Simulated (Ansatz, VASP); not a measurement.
## FeCu in VASP and in Ansatz

```
Fe Cu
1.0
     0.00000    2.16966    2.16966
     2.16966    0.00000    2.16966
     2.16966    2.16966    0.00000
Fe Cu
1 1
Direct
  0.50000 0.50000 0.50000
  0.00000 0.00000 0.00000
```

Alike in both runs: task single point; functional PBE; k mesh 11 × 11 × 11; occupations fermi-dirac, width 0.05 eV; collinear spin.

```csv
,VASP,Ansatz
version,VASP 6.6.1,Ansatz 0.2.0
potentials or method,"VASP PAW PBE potentials, release 64 (Fe, Cu), cutoff 520 eV","all-electron LAPW, scalar-relativistic"
```

VASP gave:

| Property | Result |
| --- | --- |
| gap on the k mesh at the Fermi level (eV) | none |
| pressure (GPa) | 76.3 |
| net moment per atom (μB) | 1.34 |
| size of the moment on the site where the two differ most (μB) | 0.20 |

Which values does Ansatz return?

gap on the k mesh at the Fermi level (eV): none; pressure (GPa): 76.8; net moment per atom (μB): 1.34; size of the moment on the site where the two differ most (μB): 0.25.

Site moments also hang on the region over which each program counts them. A gap of «none» marks a metal or a gap that the smearing closes. Ansatz ran all-electron here, so the differences hold the error of VASP's frozen core and of both bases.

Caveats: the cell as given lies far from equilibrium (VASP); so large a pressure means that the cell lies far from this level's equilibrium, or that cutoff or potentials fall short (VASP).
